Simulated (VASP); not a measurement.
Input for VASP

**KPOINTS**
```
Automatic mesh
0
G
 9 9 9
0 0 0
```

**INCAR**
```
! general
SYSTEM =LaSi2
PREC   =Accurate
ENCUT  =300   ! plane-wave cut-off (eV)
LREAL  =.FALSE.
LASPH  =.TRUE.

! electronic loop
EDIFF  =1E-6   ! SCF stop (eV)
NELM   =100   ! most electronic steps
ALGO   =Normal
LMAXMIX=6

! smearing
ISMEAR =-1   ! Fermi-Dirac
SIGMA  =0.05   ! width (eV)

! functional
GGA    =PE   ! PBE

! ions
ISIF   =2   ! forces and stress, cell fixed

! output
LWAVE  =.FALSE.
LCHARG =.FALSE.
```

POSCAR:
```
LaSi2
1.0
 -1.8428280000   1.8428280000   4.5103990000
  1.8428280000  -1.8428280000   4.5103990000
  1.8428280000   1.8428280000  -4.5103990000
La Si
1 2
Cartesian
  0.0000000000   0.0000000000   0.0000000000
  0.0000000000  -0.0000000000   3.0246735694
  0.0000000000  -0.0000000000   5.9961244306
```

POTCAR, in this order: La Si (PBE.64 set). Program: vasp_std.

Q: Write an equivalent input for Ansatz.

A: One equivalent input (not run):
Ansatz 0.2 input:
```yaml
crystal:
  lattice:
    - [-1.8428280, 1.8428280, 4.5103990]
    - [1.8428280, -1.8428280, 4.5103990]
    - [1.8428280, 1.8428280, -4.5103990]
  atoms:
    - { symbol: La, position: [0.0000000, 0.0000000, 0.0000000] }
    - { symbol: Si, position: [0.3353000, 0.3353000, 0.0000000] }
    - { symbol: Si, position: [0.6647000, 0.6647000, 0.0000000] }
kpoints:
  mp_grid: { grid: [9, 9, 9] }
hamiltonian:
  xc: pbe
  pseudopotentials: { kind: paw }
scf:
  occupations: { method: fermi_dirac, width: 0.05 }
  max_iter: 100
output: { forces: true, stress: true, eigenvalues: true }
```
The two are equivalent in intent, not identical: each code has its own PAW files, so the cut-off isn't converted (ENCUT is set for VASP's; basis.ecutwfc is left out, and Ansatz then takes the one that its files recommend); Ansatz stops its SCF on the density residual and VASP on the energy change (EDIFF).

The structure was generated: LaSi2 was put into an ordered model structure, which need not be its known phase. The cell was not relaxed at this level.
